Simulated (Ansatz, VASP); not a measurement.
This is a calculation of Mg3ZnC for Ansatz 0.2.0. The cell comes from a database or a generator and needn't be the stable form of this composition.

The input input.yaml:

```yaml
crystal:
  lattice:
    - [4.406931, 0.0, 0.0]
    - [0.0, 4.406931, 0.0]
    - [0.0, 0.0, 4.406931]
  atoms:
    - { symbol: Zn, position: [0.0, 0.0, 0.0] }
    - { symbol: Mg, position: [0.5, 0.0, 0.5] }
    - { symbol: Mg, position: [0.5, 0.5, 0.0] }
    - { symbol: Mg, position: [0.0, 0.5, 0.5] }
    - { symbol: C, position: [0.5, 0.5, 0.5] }
hamiltonian:
  xc: pbe
  pseudopotentials: { kind: paw }
kpoints:
  mp_grid: { grid: [6, 6, 6] }
scf:
  occupations: { method: gaussian, width: 0.02 }
output:
  forces: true
  stress: true
  eigenvalues: true
```

Potentials or basis: Ansatz PAW.

The run is started by

```bash
$ ansatz run input.yaml --threads 1 --pin off --max-ram 3584MiB --backend cpu --events-out ev --progress --plain --runs-dir out
```

Question: What does the same run look like in VASP 6.6.1? Potentials or basis there: PBE PAW files C, Mg_pv, Zn, 520 eV.

Answer: As run (cutoffs and basis follow the program's own potentials, and thresholds, step limits or extra output files can differ):

Contents of INCAR:

```
PREC = Accurate
ENCUT = 520
EDIFF = 1E-6
ISMEAR = 0
SIGMA = 0.02
LREAL = False
LASPH = True
NELM = 100
ALGO = Normal
ISIF = 2
LWAVE = False
LCHARG = True
GGA = PE
LELF = True
LVHAR = True
NBANDS = 28
```

File KPOINTS:

```
regular mesh
0
Gamma
  6 6 6
```

Contents of POSCAR:

```
Mg3ZnC
1.0
    4.4069310000      0.0000000000      0.0000000000
    0.0000000000      4.4069310000      0.0000000000
    0.0000000000      0.0000000000      4.4069310000
Zn Mg C
1 3 1
Cartesian
    0.0000000000      0.0000000000      0.0000000000
    2.2034655000      0.0000000000      2.2034655000
    2.2034655000      2.2034655000      0.0000000000
    0.0000000000      2.2034655000      2.2034655000
    2.2034655000      2.2034655000      2.2034655000
```

Potentials or basis: VASP PAW PBE potentials, release 64 (Zn, Mg_pv, C).

Run with:

```sh
$ cat potpaw_PBE.64/Zn/POTCAR potpaw_PBE.64/Mg_pv/POTCAR potpaw_PBE.64/C/POTCAR > POTCAR
$ mpirun -np 1 vasp_std > vasp.out
```

Both were run:

|  | Ansatz | VASP |
| --- | --- | --- |
| Pressure | -0.2 GPa | -0.2 GPa |

Ansatz's pressure holds a Pulay term of +0.08 GPa for its cutoff of 420 eV, which the other run lacks.

The potentials hold 46 and 40 valence electrons a cell.

Where Ansatz's input types no cutoff or centring, it takes its own default and a Γ-centred mesh.

Pressure is positive in compression.
